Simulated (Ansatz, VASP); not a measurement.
# Cross-check of FeIBr (1T-FeBrI bilayer, like faces together) between VASP and Ansatz

Wanted: the spread between two codes on one cell, functional and k mesh. The structure shown is the start of the Ansatz relaxation below; VASP solves that cell, so the two are compared at the walk's first step.

Program: Ansatz 0.2.0. Level of theory: plane waves, with VASP 6.6.1 beside it; single point at PBE with D3(BJ). Results are calculated unless marked as measured.

### 1. The starting structure

The cell holds 6 atoms: 2 I, 2 Fe and 2 Br. Cell: a = 3.576 Å, b = 3.576 Å, c = 49.594 Å, α = 90.0°, β = 90.0°, γ = 120.0°. Vacuum lies along c.

### 2. Ansatz: relaxation, PBE with D3(BJ)

Ansatz runs on its default PAW (the set named soft_2) files.

The two programs are compared at the cell with which this relaxation starts, whose forces are those of its first step.

File input.yaml:

```yaml
crystal:
  lattice:
    - [3.575914, 0.0, 0.0]
    - [-1.787957, 3.0968323657, 0.0]
    - [0.0, 0.0, 49.5935815373]
  atoms:
    - { symbol: I, position: [0.6666666667, 0.3333333333, 0.4063025774] }
    - { symbol: Fe, position: [0.0, 0.0, 0.4402505192], spin: 4.0 }
    - { symbol: Br, position: [0.3333333333, 0.6666666667, 0.4677377606] }
    - { symbol: I, position: [0.0, 0.0, 0.5936974226] }
    - { symbol: Fe, position: [0.3333333333, 0.6666666667, 0.5597494808], spin: 4.0 }
    - { symbol: Br, position: [0.6666666667, 0.3333333333, 0.5322622394] }
  periodic: [true, true, false]
magnetization:
  spin_polarized: true
kpoints:
  mp_grid: { grid: [12, 12, 1] }
hamiltonian:
  xc: pbe
  dispersion: d3bj
scf:
  occupations: { method: fermi_dirac, width: 0.05 }
  convergence: { dr2_threshold: 1.0e-09 }
relax:
  f_tol: 0.004
  max_steps: 90
  cell: {}
output:
  write_potential: true
  write_density: true
  volumetric_format: npy
```

Launch:

```console
> ansatz run input.yaml --threads 4 --pin off --max-ram 12288MiB --backend cpu --events-out ev --progress --plain --runs-dir out
```

Numbers of over 12 decimals in the logs are rounded to 6 here.

The log of the run:

```text
Warning: relax.cell: scf.convergence.dr2_threshold = 1e-9 eV is looser than the 1.61185340466e-10 eV advised for a relaxation that steers and ends on the stress (1e-10 eV for each atom of the cell: 6, times the square of relax.cell.stress_2d_tol = 0.05 N/m over 19.3 Å (the atoms' height at the walk's start and 5 Å past either face), 2.592e-2 GPa, over a crystal's default 0.05). What an SCF threshold leaves in a stress goes as its square root, and in the free energy as the threshold itself, and one threshold admits the most on a small cell: [figures from the program's tests cut] Set scf.convergence.dr2_threshold to 1.61185340466e-10 eV or tighter. [rest of the remark cut]
Engine: ansatz 0.2.0, x86_64-unknown-linux-gnu
Pseudopotentials: kind: paw
Pseudopotential: I, paw, valence charge 17, recommended cutoff 420 eV (normal), I.paw.azcp
Pseudopotential: Fe, paw, valence charge 16, recommended cutoff 420 eV (normal), Fe.paw.azcp
Pseudopotential: Br, paw, valence charge 7, recommended cutoff 420 eV (normal), Br.paw.azcp
Functional definition: PBE
  parameter kappa = 0.804
  parameter beta = 0.066725
  exchange = pbe_x(kappa = kappa, mu = beta*pi^2/3)
  correlation = pbe_c(beta = beta)
Crystal: 6 atoms, lattice volume = 549.200 Å³
Basis set: ecut = 420 eV, 10575 PW (Γ), exchange–correlation on 48×48×720 points (8 copies of the dense FFT grid, shifted against one another)
Bands: 53, of which v1, the nominal top of the filled ones, is band 40 counted from 1 (39 counted from 0)
Symmetry: 6 space group operations
Space group: P3m1 (ITA 156), of the structure as read, at distance tolerance 8.2e-5 Å
Magnetic group: BNS 156.49 (UNI 1279), of the structure as read, at distance tolerance 8.2e-5 Å
k-points: 19 of 144 (time reversal used)
Non-local potential: I, projectors of the file, l = 0: 2, l = 1: 2, l = 2: 2, l = 3: 2
Non-local potential: Fe, projectors of the file, l = 0: 3, l = 1: 2, l = 2: 3, l = 3: 1
Non-local potential: Br, projectors of the file, l = 0: 2, l = 1: 2, l = 2: 2
PAW form: soft (Blöchl's): semilocal exchange-correlation on the pseudo side does not see the compensation charge
PAW one-centre angular grid: I, 590 points (default); XC on 64 Gauss nodes
PAW one-centre angular grid: Fe, 590 points (default); XC on 64 Gauss nodes
PAW one-centre angular grid: Br, 110 points (default); XC on 64 Gauss nodes
Initial density: superposition of atomic densities (neutral atoms: chi_scale 0, normalization atom)
Starting moments: Σ|m| = 8 μB on 2 of 6 sites
Initial wavefunctions: pseudopotential atomic-orbital guess
Functional: x = pbe(κ = 0.804, μ = 0.219515), c = pbe(β = 0.066725)
iter 1 solved again at ethr=8.67e-4 eV; its pass at ethr=3.10e-3 eV (dr2=6.93e-1 eV) is discarded
SCF iter   1: F=—  HF=-29553.840508 eV  |F-HF|=—  |Δ(HF+E_count)|=         —  Δρ=7.64e-3 (↑5.69e-3 ↓7.64e-3)  dr2=7.00e-1  dr2_m=9.59e-2  M=7.997 μB ∫|m|=8.023 μB  β_m=0.30  ethr=8.67e-4  ⟨swp⟩=3.3  Hψ=18236  notcnv=0  defer=5
Mixer restart at iter 1: flushing history
preconditioner: auto → LDOS  [metal: Δε(μ)=0.026 eV  Ē_g=9.978 eV  σ=0.050 eV  W_gap=0.13  n_scr=30 (ndim 8)  ℏωp=10.5 eV  f_vac=0.730  D(μ)=3.26/eV (n_scr^D=16)]
spin=Collinear: LDOS preconditioning applied to the charge; magnetization (m = ρ↑ − ρ↓) channel mixes plain (no charge-response kernel on spin).
SCF iter   2: F=—  HF=-29554.496087 eV  |F-HF|=—  |Δ(HF+E_count)|=   6.56e-1  Δρ=5.00e-3 (↑4.33e-3 ↓5.00e-3)  dr2=1.45e-1  dr2_m=5.92e-2  M=7.996 μB ∫|m|=8.028 μB  β_m=0.40  ethr=8.67e-4  ⟨swp⟩=5.1  Hψ=5432  notcnv=0  defer=98
SCF iter   3: F=—  HF=-29555.044531 eV  |F-HF|=—  |Δ(HF+E_count)|=         —  Δρ=5.69e-3 (↑5.69e-3 ↓4.66e-3)  dr2=3.61e-2  dr2_m=1.17e-1  M=7.798 μB ∫|m|=7.840 μB  β_m=0.40  ethr=1.82e-4  ⟨swp⟩=4.5  Hψ=4845  notcnv=0  defer=173
SCF iter   4: F=—  HF=-29555.229443 eV  |F-HF|=—  |Δ(HF+E_count)|=   1.85e-1  Δρ=4.16e-3 (↑4.16e-3 ↓2.93e-3)  dr2=1.92e-2  dr2_m=5.57e-2  M=7.786 μB ∫|m|=7.835 μB  β_m=0.70  ethr=4.51e-5  ⟨swp⟩=3.1  Hψ=3597  notcnv=0  defer=183
SCF iter   5: F=—  HF=-29555.343986 eV  |F-HF|=—  |Δ(HF+E_count)|=   1.15e-1  Δρ=9.43e-4 (↑9.43e-4 ↓8.15e-4)  dr2=3.36e-3  dr2_m=3.00e-3  M=7.739 μB ∫|m|=7.802 μB  β_m=0.70  ethr=2.40e-5  ⟨swp⟩=3.3  Hψ=4194  notcnv=0  defer=186
[...]
WARN: The output density's exchange-correlation potential varies sharply where the density is thin. Do not read a vacuum level from v_tot or v_xc, or from such a field of the output density. On a cell that repeats whose density bears no net charge and no dipole along the vacuum's axis use v_es (v_loc + v_h of the components); under efield.dipole_correction with no amplitude use v_es + v_field, which holds any externa [...]
dispersion: the relaxed geometry stands within reach of a switch of an atom's C6, across which e_disp changes (each atom's share, over what another start of this relaxation can change, by strains that relax.cell.fix and crystal.periodic leave, which move a neighbour at the mean distance by 0.05 Å at the most, and each atom moved with its periodic images by 0.025 Å at the most, and none along a coordinate that relax.c [...]
SCF converged after 10 iterations
an eigenvalue changed by more than its tolerance at an iteration that met the thresholds in force, so the SCF went on 4 times, its first undamped step at iteration 7: the last check found none over its tolerance
Magnetization: 0.0016 μB (40.0008 up, 39.9992 down)
Absolute magnetization: 8.0217 μB (∫|ρ↑−ρ↓|, with the PAW one-centre terms)
Spin contamination: 3.9005 ħ² per cell (⟨S²⟩ above its minimum at these occupations)
Per-site moments (μB) at R_I (Å): [(0.179258, 1.147652), (3.422450, 1.086138), (0.142203, 1.086138), (-0.178974, 1.147432), (-3.422035, 1.086463), (-0.141207, 1.086463)]
Free energy (F): -29556.290129 eV
Harris-Foulkes:  -29556.290129 eV  (|F-HF|=1.67e-10)
Internal energy: -29556.246345 eV  (E = F + TS)
E sigma→0 (E₀):  -29556.268237 eV
Entropy (-TS):   -0.043784 eV (-7.297 meV/atom)
Fermi energy:    -4.798549 eV
--- Per-component energies (eV) ---
  E_band       = -2505.570272
  E_kinetic    = 1326.884331
  E_local      = -384026.178537  (includes V_loc(G=0)·N_el)
  E_nonlocal   = 420.220324
  E_hartree    = 191000.434738
  E_xc         = -1012.358163
  E_vxc        = -756.559930  (∫ρ·V_xc dr)
  E_paw        = -16869.821351  (= ΣΔE_a)
  E_vpaw       = -1470.807286  (= ΣTr[D̂ρ^β])
  E_aug_tail   = 0.001726  (compensation charges beyond the density's cutoff)
  E_ewald      = 179606.295583
  E_disp       = -1.724996  (pairwise vdW)
  E_smearing   = -0.043784  (= −TS)
  E_closure    = -0.000000  (closes the sum)
  Σ components = -29556.290129   (vs F -29556.290129, Δ=0.00e0)
--- Forces (eV/Å), atoms counted from 1 ---
  atom   1  I      0.00000000    -0.00000000    -0.00075255
  atom   2  Fe    -0.00000000     0.00000000     0.00246938
  atom   3  Br     0.00000000     0.00000000    -0.00213984
  atom   4  I      0.00000000    -0.00000000     0.00073983
  atom   5  Fe    -0.00000000     0.00000000    -0.00236536
  atom   6  Br     0.00000000     0.00000000     0.00204898
  max |Σ_I F_I| component: 4.41e-7 eV/Å
--- 2D stress c σ (N/m, compression-positive) ---
        0.003366       0.000000       0.000000
        0.000000       0.003366      -0.000000
        0.000000      -0.000000       0.000000
  P = ½ c Tr σ = 0.0034 N/m
--- Band table (eV; the first three rows and the last of 38) ---
  k-point 0 ↑: bands = [... 36 lower, -5.9594, -5.1167, -5.1167, -5.0943, -5.0943, -4.5045, -3.2210, -3.2210, ... 9 higher]
  k-point 1 ↑: bands = [... 36 lower, -6.1035, -5.4418, -5.1727, -5.0491, -4.9882, -4.4260, -3.4042, -3.2630, ... 9 higher]
  k-point 2 ↑: bands = [... 36 lower, -6.3903, -6.0310, -5.2969, -5.0461, -4.8082, -4.3182, -3.6422, -3.3489, ... 9 higher]
  k-point 18 ↓: bands = [... 36 lower, -7.2915, -6.3283, -5.8517, -4.6606, -4.5868, -4.4395, -3.7343, -3.4125, ... 9 higher]
  the weakly bound empty levels are not read free of the cell's end (no_gap_told)
--- Relaxed structure (9 steps of the walk, 8 accepted, 2 SCFs on fresh bases) ---
  F+E_penalty+E_count = -29556.29012865 eV   max|allowed force component| = 2.469e-3 eV/Å   (the final SCF, on the basis selected at the relaxed cell)
  cell:  # Å, volume = 630.1214 Å³
    - [3.830311, 0.0, 0]
    - [-1.915156, 3.317147, 0]
    - [0, 0, 49.5935815373]
  atoms:
    - { symbol: I, position: [0.666667, 0.333333, 0.405464] }
    - { symbol: Fe, position: [0, 0, 0.439505] }
    - { symbol: Br, position: [0.333333, 0.666667, 0.468323] }
    - { symbol: I, position: [0, 0, 0.594534] }
    - { symbol: Fe, position: [0.333333, 0.666667, 0.560511] }
    - { symbol: Br, position: [0.666667, 0.333333, 0.531663] }
```

Reading the cycles: dr2 is the Hartree energy of the density residual (eV), the measure of convergence; HF is the Harris–Foulkes estimate of the energy, which meets the free energy F at convergence.

### 3. VASP: single point, PBE with D3(BJ), start cell

The same cell, functional, mesh and smearing now go to VASP, with its own data sets.

Lines of VASP's logs that name or quote its potential files are left out, and so is its time.

File INCAR:

```
SYSTEM = FeIBr
PREC = Accurate
ENCUT = 520
EDIFF = 1E-06
NELM = 200
ISMEAR = -1
SIGMA = 0.05
LREAL = .FALSE.
ALGO = Normal
GGA = PE
IVDW = 12
NBANDS = 31
ISPIN = 2
MAGMOM = 0.18 -0.18 3.42 -3.42 0.14 -0.14
LASPH = .TRUE.
LMAXMIX = 4
LORBIT = 11
LWAVE = .FALSE.
LCHARG = .FALSE.
ISIF = 2
LDIPOL = .TRUE.
IDIPOL = 3
DIPOL = 0.5 0.5 0.5
LVHAR = .TRUE.
GGA_COMPAT = .FALSE.
NELMDL = -8
KPAR = 2
```

File POSCAR:

```
FeIBr
1.0
    3.5759140000      0.0000000000      0.0000000000
   -1.7879570000      3.0968320000      0.0000000000
    0.0000000000      0.0000000000     49.5935820000
I Fe Br
2 2 2
Direct
    0.6666666128      0.3333332257      0.4063025736
    0.0000000000      0.0000000000      0.5936974264
    0.0000000000      0.0000000000      0.4402505147
    0.3333333872      0.6666667743      0.5597494853
    0.3333333872      0.6666667743      0.4677377609
    0.6666666128      0.3333332257      0.5322622391
```

File KPOINTS:

```
Automatic mesh
0
Gamma
12 12 1
0 0 0
```

The projector-augmented-wave data sets are I, Fe and Br (PBE family, release 64).

Launch:

```console
> mpirun -np 2 vasp_std
```

The log of the run:

```text
[banner, memory and clock lines left out]
running    2 mpi-ranks, on    1 nodes
 distrk:  each k-point on    1 cores,    2 groups
 distr:  one band on    1 cores,    1 groups

 POSCAR found type information on POSCAR I FeBr
 POSCAR found :  3 types and       6 ions
 LDA part: xc-table for (Slater+PW92), standard interpolation
 POSCAR, INCAR and KPOINTS ok, starting setup
 FFT: planning ... GRIDC
 FFT: planning ... GRID_SOFT
 FFT: planning ... GRID
 WAVECAR not read
 entering main loop
       N       E                     dE             d eps       ncg     rms          rms(c)
DAV:   1     0.380705865263E+03    0.38071E+03   -0.13755E+04  2372   0.103E+03
DAV:   2     0.386712230268E+02   -0.34203E+03   -0.32074E+03  3110   0.246E+02
DAV:   3    -0.216704273036E+02   -0.60342E+02   -0.57857E+02  3265   0.107E+02
DAV:   4    -0.248207873559E+02   -0.31504E+01   -0.30826E+01  2945   0.314E+01
DAV:   5    -0.249390957538E+02   -0.11831E+00   -0.11804E+00  3443   0.620E+00
DAV:   6    -0.249424358981E+02   -0.33401E-02   -0.33394E-02  3130   0.902E-01
DAV:   7    -0.249425405418E+02   -0.10464E-03   -0.10464E-03  3491   0.158E-01
DAV:   8    -0.249425446450E+02   -0.41032E-05   -0.41027E-05  3041   0.263E-02    0.209E+01
DAV:   9    -0.258873026867E+02   -0.94476E+00   -0.28749E+01  3422   0.741E+01    0.289E+01
DAV:  10    -0.234110484928E+02    0.24763E+01   -0.31760E+01  3276   0.695E+01    0.115E+01
DAV:  11    -0.252249862025E+02   -0.18139E+01   -0.10038E+01  3658   0.167E+01    0.221E+01
DAV:  12    -0.296175256765E+02   -0.43925E+01   -0.94772E+01  3562   0.450E+01    0.331E+01
DAV:  13    -0.231897549752E+02    0.64278E+01   -0.33044E+00  3521   0.263E+01    0.692E+00
DAV:  14    -0.232628553209E+02   -0.73100E-01   -0.37071E-01  3301   0.478E+00    0.347E+00
[...]
DAV:  46    -0.233917983366E+02   -0.99709E-05   -0.33934E-08  1794   0.148E-03    0.742E-04
DAV:  47    -0.233918153284E+02   -0.16992E-04   -0.21519E-08  1766   0.766E-04    0.651E-04
DAV:  48    -0.233918299848E+02   -0.14656E-04   -0.15475E-08  1836   0.734E-04    0.392E-04
DAV:  49    -0.233918398213E+02   -0.98364E-05   -0.11696E-08  1836   0.696E-04    0.348E-04
DAV:  50    -0.233918489300E+02   -0.91088E-05   -0.24253E-08  1836   0.584E-04    0.327E-04
DAV:  51    -0.233918518175E+02   -0.28875E-05   -0.69396E-09  1815   0.670E-04    0.249E-04
DAV:  52    -0.233918531049E+02   -0.12874E-05   -0.33154E-09  1871   0.413E-04    0.123E-04
DAV:  53    -0.233918535779E+02   -0.47301E-06    0.34055E-09  1766   0.385E-04
   1 F= -.25072467E+02 E0= -.25053991E+02  d E =-.369523E-01  mag=     0.0013
```

(Part 1 of 2 ends here.)

[Lines on the potential files, build, host, timing and source positions are cut from VASP's logs without a mark.]

[Logs are printed without paths, hosts, clocks, repeated set-up lines and the standing remarks that a program may print on its own settings, such as how far it seeks lower states.]

[Hosts, paths, dates, database ids (printed as entryN), source tags and the programs' standing remarks are cut or masked in the printed files.]
